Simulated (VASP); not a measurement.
A run of VASP 6.6.1 is set up as follows.

INCAR

```
SYSTEM = MnS
PREC     = Accurate       ! precision mode
ENCUT    = 520            ! plane-wave cutoff, eV
EDIFF    = 1E-7           ! SCF threshold, eV
ISMEAR   = 0              ! smearing method
SIGMA    = 0.02           ! smearing width, eV
LREAL    = .FALSE.        ! projectors in reciprocal space
LASPH    = .TRUE.         ! aspherical terms in the spheres
NELM     = 120            ! most SCF steps
ALGO     = Normal         ! electronic algorithm
ISIF     = 3              ! what is computed and relaxed
LWAVE    = .FALSE.        ! write WAVECAR
LCHARG   = .FALSE.        ! write CHGCAR
ISPIN    = 2              ! spin polarisation
MAGMOM   = 5 -5 0 0       ! initial moments
LORBIT   = 11             ! projections on sites
LMAXMIX  = 4              ! l up to which the mixer works
GGA      = PE             ! functional
IVDW     = 12             ! dispersion correction
IBRION   = 2              ! ionic algorithm
NSW      = 80             ! ionic steps
EDIFFG   = -0.002         ! ionic threshold
```

Contents of KPOINTS:

```
Automatic mesh
0
G
  8 8 6
  0 0 0
```

Contents of POSCAR:

```
MnS
1.0
    0.0000000000      2.6045000000     -2.6045000000
    0.0000000000      2.6045000000      2.6045000000
    5.2090000000      0.0000000000      0.0000000000
Mn S
2 2
Direct
    0.0000000000      0.0000000000      0.0000000000
    0.5000000000      0.5000000000      0.5000000000
    0.0000000000      1.0000000000      0.5000000000
    0.5000000000      1.5000000000      1.0000000000
```

Potentials or basis: VASP PAW PBE potentials, release 64 (Mn_pv, S).

The run is started by

```console
$ cat potpaw_PBE.64/Mn_pv/POTCAR potpaw_PBE.64/S/POTCAR > POTCAR
$ mpirun -np 1 vasp_std > vasp.out
```

(1) Estimate the relaxed cell.

(2) What does it give for the dispersion energy per atom?

## Answers

(1) a = 3.552 Å, b = 3.552 Å, c = 5.042 Å, α = 90.00°, β = 90.00°, γ = 90.00°.

(2) -0.455 eV.
